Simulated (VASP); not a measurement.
Energy against volume of Sr (fcc). Level of theory: revPBE GGA, VASP's PBE PAW potentials (set 64) (plane waves; VASP 6.6.1).

```json
[
 {"V (Å³/atom)": "54.376", "E (eV/atom)": "-1.47156"},
 {"V (Å³/atom)": "56.111", "E (eV/atom)": "-1.47625"},
 {"V (Å³/atom)": "57.847", "E (eV/atom)": "-1.47735"},
 {"V (Å³/atom)": "59.582", "E (eV/atom)": "-1.47525"},
 {"V (Å³/atom)": "61.317", "E (eV/atom)": "-1.47026"}
]
```

Task: Fit a third-order Birch-Murnaghan equation of state.

Result: 
volume per atom: 57.55 Å³/atom
bulk modulus: 10.0 GPa
pressure derivative of the bulk modulus: 2.52
lattice constant a: 6.129 Å

Measured: bulk modulus 12.5 GPa at 0 K (computed value off by -19.9 %), as given by H. Levämäki et al., Physical Review B (2014), arXiv:1402.3671 [corrected for temperature and zero-point phonon effects]; a 6.045 Å at 0 K (computed value off by +1.4 %), as given by Gábor I. Csonka et al., Physical Review B (2009), arXiv:0903.4037 [low-temperature or extrapolated to 0 K; zero-point anharmonic expansion removed].

The compound is Sr in the fcc structure. It was relaxed first.
